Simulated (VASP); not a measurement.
Here is the system:

```
CELL_PARAMETERS angstrom
      0.00000     2.19792     2.19792
      2.19792     0.00000     2.19792
      2.19792     2.19792     0.00000
ATOMIC_POSITIONS crystal
  Ag 0.00000 0.00000 0.00000
```

All values below come from vdW-DF2, VASP's PBE PAW potentials (set 64) (plane waves; VASP). Run with 520 eV cut-off, 15×15×15 Γ-centred mesh, first-order Methfessel-Paxton smearing of 0.10 eV, potentials Ag.

Problem. Give the stress tensor in GPa (positive for a compressed cell).

Solution. 
```
-3.09   0.00   0.00
 0.00  -3.09   0.00
 0.00   0.00  -3.09
```
The pressure is its mean diagonal, -3.09 GPa.

The compound is Ag in the fcc structure. This cell is one point of a volume scan, at 1.06 of the reference volume.
